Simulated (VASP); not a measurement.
```xyz
2
Lattice="3.1004 0.0000 0.0000 0.0000 3.1004 0.0000 0.0000 0.0000 3.1004" Properties=species:S:1:pos:R:3 pbc="T T T"
Zn     1.5502     1.5502     1.5502
Au     0.0000     0.0000     0.0000
```

Level of theory: LDA (Ceperley-Alder, Perdew-Zunger), VASP's LDA PAW potentials (set 64) (plane waves; VASP). Run with 500 eV cut-off, 12×12×12 Γ-centred mesh, first-order Methfessel-Paxton smearing of 0.10 eV, potentials Zn Au.

Energy and stress use the plane-wave basis of the starting cell.

### Question
The ions, cell shape and volume at an external pressure of 5.0 GPa are relaxed. Predict the relaxed structure.

### Answer

```xyz
2
Lattice="3.0690 0.0000 0.0000 0.0000 3.0690 0.0000 0.0000 0.0000 3.0690" Properties=species:S:1:pos:R:3 pbc="T T T"
Zn     1.5345     1.5345     1.5345
Au     0.0000     0.0000     0.0000
```
Space group Pm-3m (221), at a tolerance of 0.03 Å.

### Question
How do energy and volume change from the first to the last step?

### Answer
The energy (σ→0) changes by +7.1 meV/atom and the volume by -3.0 %, in 4 ionic steps.

The compound is AuZn in the CsCl type structure. This run relaxes it under an external pressure of 5 GPa. Symmetry was kept, so distortions that lower it aren't found. The electron count is odd and the run is not spin-polarised, which forces a metal.
